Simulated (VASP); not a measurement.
All values below come from rev-vdW-DF2, VASP's PBE PAW potentials (set 64) (plane waves; VASP).

VASP ran on this input.

File KPOINTS:
```
Regular mesh
0
G
 9 9 9
```

File POSCAR:
```
SrO
5.1123950
  0.0000000000   0.5000000359   0.5000000359
  0.5000000359   0.0000000000   0.5000000359
  0.5000000359   0.5000000359   0.0000000000
Sr O
1 1
Cartesian
  0.0000000000   0.0000000000   0.0000000000
  0.5000000359   0.5000000359   0.5000000359
```

INCAR:
```
SYSTEM = SrO
PREC = Accurate
ENCUT = 520
EDIFF = 1E-7
NELM = 100
ALGO = Normal
LREAL = .FALSE.
LASPH = .TRUE.
ISMEAR = 0
SIGMA = 0.05
GGA = MK
PARAM1 = 0.1234568
PARAM2 = 0.7114
ZAB_VDW = -1.8867
LUSE_VDW = .TRUE.
AGGAC = 0.0
LMAXMIX = 4
LWAVE = .FALSE.
LCHARG = .FALSE.
ISIF = 2
```

POTCAR, in this order: Sr_sv O (PBE.64 set). Program: vasp_std.

The resulting files:

OSZICAR:
```
       N       E                     dE             d eps       ncg     rms          rms(c)
DAV:   1     0.798190863828E+02    0.79819E+02   -0.87514E+03   848   0.130E+03
DAV:   2    -0.751369287219E+01   -0.87333E+02   -0.79436E+02  1164   0.251E+02
DAV:   3    -0.110972731841E+02   -0.35836E+01   -0.35517E+01  1088   0.485E+01
DAV:   4    -0.112004870621E+02   -0.10321E+00   -0.10320E+00  1156   0.773E+00
DAV:   5    -0.112026151469E+02   -0.21281E-02   -0.21280E-02  1088   0.900E-01    0.177E+01
DAV:   6    -0.908293609810E+01    0.21197E+01   -0.10507E+01   968   0.246E+01    0.213E+01
DAV:   7    -0.896579897406E+01    0.11714E+00   -0.57781E-01  1040   0.678E+00    0.124E+01
DAV:   8    -0.894492016729E+01    0.20879E-01   -0.15145E-01   904   0.413E+00    0.772E-01
DAV:   9    -0.894452505516E+01    0.39511E-03   -0.11804E-02  1152   0.945E-01    0.213E-01
DAV:  10    -0.894498403861E+01   -0.45898E-03   -0.10703E-03   892   0.326E-01    0.628E-02
DAV:  11    -0.894504631251E+01   -0.62274E-04   -0.15903E-04   988   0.108E-01    0.341E-02
DAV:  12    -0.894505167540E+01   -0.53629E-05   -0.19225E-05   964   0.452E-02    0.840E-03
DAV:  13    -0.894505142699E+01    0.24842E-06   -0.24720E-06   976   0.174E-02    0.682E-03
DAV:  14    -0.894505123495E+01    0.19204E-06   -0.46014E-07  1004   0.671E-03    0.127E-03
DAV:  15    -0.894505124277E+01   -0.78221E-08   -0.48626E-08   484   0.202E-03
   1 F= -.89450512E+01 E0= -.89450512E+01  d E =-.157361E-20
```

**OUTCAR**
```
------------------------ aborting loop because EDIFF is reached ----------------------------------------
  FORCE on cell =-STRESS in cart. coord.  units (eV):
  Direction    XX          YY          ZZ          XY          YZ          ZX
  --------------------------------------------------------------------------------------
  Total        0.6206748      0.6206748      0.6206748      0.0000000      0.0000000      0.0000000
  in kB       29.7688035     29.7688035     29.7688035      0.0000000      0.0000000      0.0000000
  external PRESSURE =      29.7688035 kB  Pullay stress =       0.0000000 kB
  volume of cell :       33.41
      direct lattice vectors                 reciprocal lattice vectors
     0.000000000  2.556197683  2.556197683    -0.195603025  0.195603025  0.195603025
     2.556197683  0.000000000  2.556197683     0.195603025 -0.195603025  0.195603025
     2.556197683  2.556197683  0.000000000     0.195603025  0.195603025 -0.195603025
  FREE ENERGIE OF THE ION-ELECTRON SYSTEM (eV)
  ---------------------------------------------------
  free  energy   TOTEN  =        -8.9450512428 eV

  energy  without entropy=       -8.9450512428  energy(sigma->0) =       -8.94505124
```
(Selected blocks of OUTCAR.)

The compound is SrO in the rock salt structure. This cell is one point of a volume scan, at 0.97 of the reference volume.
